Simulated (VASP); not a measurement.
Data:

```
CELL_PARAMETERS angstrom
     -1.43500     1.43500     1.43500
      1.43500    -1.43500     1.43500
      1.43500     1.43500    -1.43500
ATOMIC_POSITIONS crystal
  Fe 0.00000 0.00000 0.00000
```
Starting moments (μB, in the order of the record's atoms Fe): 2.5.

The numbers are results of PBE GGA with D3 dispersion (zero damping), VASP's PBE PAW potentials (set 64) (plane waves; VASP), not measurements. Run with 520 eV cut-off, 16×16×16 Γ-centred mesh, first-order Methfessel-Paxton smearing of 0.10 eV, potentials Fe.

Energy and stress use the plane-wave basis of the starting cell.

### Question
The ions, cell shape and volume are relaxed. What does this cell relax into?

### Answer

```
CELL_PARAMETERS angstrom
     -1.40154     1.40154     1.40154
      1.40154    -1.40154     1.40154
      1.40154     1.40154    -1.40154
ATOMIC_POSITIONS crystal
  Fe 0.00000 0.00000 0.00000
```
Space group Im-3m (229), at a tolerance of 0.03 Å. The cell ends with 2.12 μB, on the sites 2.11 μB.

### Question
How do energy and volume change from the first to the last step?

### Answer
The energy (σ→0) changes by -30.2 meV/atom and the volume by -6.8 %, in 4 ionic steps.

The compound is Fe in the bcc structure. This run relaxes it. Symmetry was kept, so distortions that lower it aren't found.
